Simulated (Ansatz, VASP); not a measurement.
# Two plane-wave programs on ScAl2Sb2As

```
CELL_PARAMETERS angstrom
2.65370 1.53212 5.78840
-2.65370 1.53212 5.78840
0.00000 -3.06423 5.78840
ATOMIC_POSITIONS crystal
Sc 0.50000 0.50000 0.50000
Al 0.67218 0.67218 0.67218
Al 0.32782 0.32782 0.32782
Sb 0.83028 0.83028 0.83028
Sb 0.16972 0.16972 0.16972
As 0.00000 0.00000 0.00000
```

Alike in both runs: functional PBE; k mesh 6 × 6 × 6; occupations gaussian, width 0.1 eV; no spin polarisation.

Ansatz relaxed the structure, and its values are those at the end. VASP's run is a single point on that final structure, the one shown.

|  | VASP | Ansatz |
| --- | --- | --- |
| version | VASP 6.6.1 | Ansatz 0.2.0 |
| potentials or method | VASP PAW PBE potentials, release 64 (Sc_sv, Al, Sb, As) | scalar-relativistic, plane waves, PAW |
| plane-wave cutoff (eV) | 520 | 420 |
| valence electrons in the cell | 32 | 62 |

|  | VASP | Ansatz | Ansatz less VASP |
| --- | --- | --- | --- |
| gap on the k mesh at the Fermi level (eV) | none | none | - |
| pressure (GPa) | 0.0 | -0.1 | -0.08 |
| rms of the force components (eV/Å) | 0.012 | 0.006 | -0.0064 |

A gap of «none» marks a metal or a gap that the smearing closes. The two sets of potentials don't hold the same shells in valence.

The runs have no spin-orbit coupling, so splittings on Sb are missing.
